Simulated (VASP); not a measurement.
Cost and result of VASP (PAW) for the lattice constant a of BaF2 (fluorite). Static lattice. The cost counts the five points of the equation of state, each on the mesh and cut-off of its row, so the ratios hold those differences too. With PBE it took about 80 core-seconds. Times come from single runs on busy shared machines, so they are rough: good to a factor of about 2.

Unless said otherwise, spin-orbit coupling is left out, though it shifts the bands of the heavy elements here.

| level | k-mesh | cut-off (eV) | lattice constant a (Å) | cost over PBE |
|---|---|---|---|---|
| LDA | 6×6×6 | 520 | 6.096 | within a factor of 2 |
| PBEsol | 6×6×6 | 520 | 6.186 | within a factor of 2 |
| PBE | 6×6×6 | 520 | 6.291 | reference |
| r2SCAN | 6×6×6 | 520 | … | … |
| SCAN | 6×6×6 | 520 | 6.218 | about 6 times |
| r2SCAN+rVV10 | 6×6×6 | 520 | … | … |

Problem. What belongs in the gaps?

Solution. 
- r2SCAN, lattice constant a (Å): 6.236
- r2SCAN, cost over PBE: about 5 times
- r2SCAN+rVV10, lattice constant a (Å): 6.209
- r2SCAN+rVV10, cost over PBE: about 7 times

Left out are levels that failed, ran on another kind of processor or have no fit band path; at most nine are shown.

The compound is BaF2 in the fluorite structure.
